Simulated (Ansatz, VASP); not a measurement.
# BaY in VASP and in Ansatz

The input INCAR:

```
PREC     = Accurate       # precision mode
ENCUT    = 520            # plane-wave cutoff, eV
EDIFF    = 1E-6           # SCF threshold, eV
ISMEAR   = -1             # smearing method
SIGMA    = 0.03           # smearing width, eV
LREAL    = F              # projectors in reciprocal space
LASPH    = T              # aspherical terms in the spheres
NELM     = 100            # most SCF steps
ALGO     = Fast           # electronic algorithm
ISIF     = 2              # what is computed and relaxed
LWAVE    = F              # write WAVECAR
LCHARG   = F              # write CHGCAR
GGA      = CA             # functional
NBANDS   = 18             # bands
```

The input KPOINTS:

```
regular mesh
0
Gamma
  11 11 8
```

The input POSCAR:

```
BaY
1.0
    3.9038829515      0.0000000000      0.0000000000
    0.0000000000      3.9038829515      0.0000000000
    0.0000000000      0.0000000000      5.8555097825
Ba Y
1 1
Direct
    0.0000000000      0.0000000000      0.0000000000
    0.5000000000      0.5000000000      0.5000000000
```

Input for Ansatz:

```yaml
crystal:
  lattice:
    - [3.9038829515, 0.0, 0.0]
    - [0.0, 3.9038829515, 0.0]
    - [0.0, 0.0, 5.8555097825]
  atoms:
    - { symbol: Ba, position: [0.0, 0.0, 0.0] }
    - { symbol: "Y", position: [0.5, 0.5, 0.5] }
kpoints:
  mp_grid: { grid: [11, 11, 8] }
scf:
  occupations: { method: fermi_dirac, width: 0.03 }
hamiltonian:
  xc: lda
  pseudopotentials: { kind: all_electron, lapw: { basis_error: 0.00025 } }
output:
  forces: true
  stress: true
  eigenvalues: true
```

Change from the starting cell: functional lda, volume scaled by 1.04.

Alike in both runs: task single point; functional LDA; k mesh 11 × 11 × 8; occupations fermi-dirac, width 0.03 eV; no spin polarisation.

```csv
,VASP,Ansatz
version,VASP 6.6.1,Ansatz 0.2.0
potentials or method,"VASP PAW LDA potentials, release 64 (Ba_sv, Y_sv)","all-electron LAPW, scalar-relativistic"
plane-wave cutoff (eV),520,see its input
```

```tsv
	VASP	Ansatz	Ansatz less VASP
pressure (GPa)	-2.8	-2.9	-0.11
largest component of the traceless stress (GPa)	0.09	0.07	-0.015
```

Ansatz ran all-electron here, so the differences hold the error of VASP's frozen core and of both bases.

Spin-orbit coupling is left out, which matters for the levels of Ba.
